Naively, the pressure in a crystal whose atoms and cell never change should hardly depend on the number of plane waves used to describe it. If the basis is too small, the pressure should at least approach its final value steadily, and a well-settled energy should be a sign of a well-settled pressure. For body-centred cubic molybdenum in density-functional theory, the table and the energies of the same runs contradict all three expectations.

Plane-wave PBE calculations with VASP 6.6.1 for body-centred cubic Mo in a fixed cell of 15.58 Å³ per atom, without spin polarisation. All runs use the PAW potential Mo_sv (14 valence electrons), a 14 × 14 × 14 k mesh and Gaussian smearing of 0.1 eV. Pressure is positive in compression.

```tsv
wave cutoff	pressure (GPa)
250 eV	-0.490
300 eV	4.280
350 eV	3.170
400 eV	3.770
450 eV	4.550
520 eV	4.730
600 eV	4.630
700 eV	4.740
```

### A pressure with the wrong sign

The wave cutoff is the largest kinetic energy of a plane wave admitted to the basis. A positive pressure means that the cell is compressed and would expand if released. At 250 eV the pressure is −0.5 GPa, so the cell appears slightly stretched; at 700 eV it is +4.7 GPa, and the same cell appears clearly compressed. A relaxation started at the lowest cutoff would therefore set off in the wrong direction.

Nothing physical has changed between these rows. The cell, the potential, the k mesh and the smearing are the same, so the difference of 5.2 GPa is an error of the basis.

### Why a small basis pulls the cell inwards

The cause is known as Pulay stress, and two limits make it clear. With a complete basis, a slight stretch of the cell leaves the description of the electrons as good as before, and the pressure is right. With a small basis, the stress is evaluated for a fixed set of plane waves, and these stretch with the cell. Their wavelengths grow, the finest detail they can resolve becomes coarser, and the energy rises for that reason alone. The calculation reads this rise as a resistance to expansion, so the reported pressure is too low.

The size follows in a few steps. Let V be the cell volume, E the energy and Ecut the cutoff. The kinetic energy of a given plane wave varies as V^(−2/3), so a fixed set of waves has an effective cutoff that falls as the cell expands. Since pressure is −dE/dV, the chain rule gives

P(fixed set of waves) − P(fixed cutoff) = (2/3V) · dE/d ln Ecut.

If more plane waves lower the energy, the right-hand side is negative. It vanishes when the energy no longer depends on the cutoff. The formula also shows what makes a case difficult: an energy that still falls steeply with cutoff, in a small volume.

### The estimate that fails

The energies of the same runs allow a test without adjustable parameters. From 250 to 300 eV the energy falls by 9.5 meV, while ln Ecut grows by ln(300/250) = 0.182. The slope is thus −0.0095/0.182 = −0.052 eV.

With V = 15.58 Å³, the factor 2/(3V) turns this slope into −0.0022 eV/Å³. One eV/Å³ is about 160 GPa, so the estimated error is −0.36 GPa. The pressure errors at the two ends of the interval, taken relative to the 700 eV row, average −2.8 GPa. The two numbers should agree if the pressure at fixed cutoff is already close to its converged value, as expected when the missing energy is mostly atomic. The estimate has the right sign but is too small by a factor of about eight.

The next interval is worse. From 300 to 350 eV the energy rises by 3.6 meV, so the formula predicts a pressure that is too high, whereas both rows lie below the limit. In a strictly variational calculation, adding plane waves can't raise the energy. The printed energies therefore can't be the plain variational energies of a growing basis.

### What the energy hides

The most likely explanation lies in how the energy is corrected. VASP is known to estimate, for the free atom, the kinetic energy that lies above the cutoff, and to include it in the total energy. This works well when the missing part is atomic in character, because it is then nearly the same in the atom and in the crystal. The stress, however, responds to the uncorrected slope. The energy is thus largely repaired, while the pressure keeps the full error.

The correction isn't among the printed results, so this explanation is argued rather than shown. The pressures do allow a rough check of what it demands. If their whole error is Pulay stress, the uncorrected energy must fall by something of the order of 0.1 eV between the lowest and the highest cutoff. The printed energy falls by only about 0.01 eV, so most of the change would have to be hidden.

The electron levels at the centre of the Brillouin zone, available for 300 and 600 eV, fit this picture. Over that range the 4s level sinks by 38 meV and the 4p levels by 21 meV, but the lower d levels by only 9 meV, much like the Fermi level. The 4s and 4p electrons form a compact inner shell that needs short wavelengths and changes little when atoms form a metal. The shifts suggest that the basis is short mainly for this shell. They don't prove it, since a change of the potential also moves levels, and they don't measure the shell's share of the pressure error.

### How to recognise the failure

The first trap is to judge the basis by the energy. A tolerance of 5 meV per atom, relative to the 700 eV row, would accept the 350 eV calculation, whose pressure is still 1.6 GPa too low. Spread over the cell volume, 1 meV corresponds to an energy density of only 0.01 GPa. Yet in the rows from 250 to 450 eV, each meV of energy error goes with 0.3 to 0.5 GPa of pressure error. The energy does carry a warning, but on a scale that is easily dismissed.

The second trap is a single good-looking row. At 300 eV the pressure is 4.3 GPa, nearer the limit than the 3.2 GPa at 350 eV or the 3.8 GPa at 400 eV. The energy error is also smaller at 300 eV than at those two higher cutoffs. Yet the basis at 300 eV can't be the better one. Pulay stress follows the slope of the uncorrected energy, not the amount of energy still missing, and this slope needn't shrink steadily. The short-wavelength part of an orbital can nearly vanish at one wavelength and return at a shorter one. Where it nearly vanishes, a few more plane waves change little, and the pressure looks settled too early. This is a plausible reason for the good value at 300 eV, but the outputs don't resolve the orbitals by wavelength. The real-space grids, which grow in steps with the cutoff, may also contribute. Either way, one good row is not convergence.

The third trap is to take the last change as the remaining error. From 350 to 400 eV the pressure moves by 0.6 GPa, yet it still has almost 1 GPa to go. A run of several cutoffs with nearly the same pressure is better evidence that the basis is adequate. Here that run begins at 520 eV, and from there on the values differ by no more than 0.11 GPa. Smaller differences shouldn't be interpreted, since no calculation above 700 eV is available to settle them.

### What remains when the basis is adequate

The pressure of about 4.7 GPa at high cutoff is not a leftover of the same failure. It belongs to the chosen cell: with this functional and these settings, the crystal would prefer a larger lattice. For a small change, the relative change of the edge is the pressure divided by three times the bulk modulus. With a rough recalled modulus of 260 GPa, the edge would grow by about 0.6 %.

The same conversion shows what the basis error costs in a relaxation. At 250 eV the edge would come out about 0.7 % too short relative to the result at 700 eV, which cancels the whole expansion and turns it into a slight contraction. At 350 eV the edge would still be about 0.2 % too short. These figures assume a linear response and a pressure error that stays the same as the cell relaxes.

Theory also offers a way round the problem. Energies computed at several volumes with the same cutoff in eV give a pressure from their slope, and the basis is then renewed at each volume instead of being stretched. An atomic correction that depends only on the cutoff drops out of that slope. The table holds a single volume, so it can't show how well this would work at 250 eV. The analysis printed below lists the errors and the Pulay estimate for every interval.

Numerical output:

```
Errors against the 700 eV row:
     row  pressure error in GPa  energy error in meV
  250 eV                  -5.23                10.55
  300 eV                  -0.46                 1.04
  350 eV                  -1.57                 4.68
  400 eV                  -0.97                  2.2
  450 eV                  -0.19                 0.66
  520 eV                  -0.01                 0.32
  600 eV                  -0.11                 0.21
  700 eV                      0                    0
Interval that ends at each row:
     row  Pulay estimate from printed energies in GPa  mean pressure error of both ends in GPa
  300 eV                                      -0.3576                                   -2.845
  350 eV                                       0.1619                                   -1.015
  400 eV                                      -0.1273                                    -1.27
  450 eV                                     -0.08964                                    -0.58
  520 eV                                     -0.01612                                     -0.1
  600 eV                                     -0.00527                                    -0.06
  700 eV                                     -0.00934                                   -0.055
Mean pressure error over Pulay estimate, 250 to 300 eV, ratio: 7.956
Change of printed energy from 300 to 350 eV, meV: 3.64
Spread of pressure from 520 to 700 eV, GPa: 0.11
Smallest pressure error per meV of energy error, 250 to 450 eV, GPa: 0.2879
Largest pressure error per meV of energy error, 250 to 450 eV, GPa: 0.4957
One meV per cell as an energy density, GPa: 0.01028
Energy fall that the pressure errors imply, 250 to 700 eV, order of magnitude only, eV: 0.1378
Rough error of a relaxed edge at 250 eV, percent: -0.6705
Rough error of a relaxed edge at 350 eV, percent: -0.2013
Rough expansion of the edge that the 700 eV pressure asks for, percent: 0.6077
Shift of 4s level from 300 to 600 eV, meV: -38.2
Shift of 4p levels from 300 to 600 eV, meV: -20.6
Shift of lower d levels from 300 to 600 eV, meV: -8.9
Shift of Fermi level from 300 to 600 eV, meV: -8.58
```
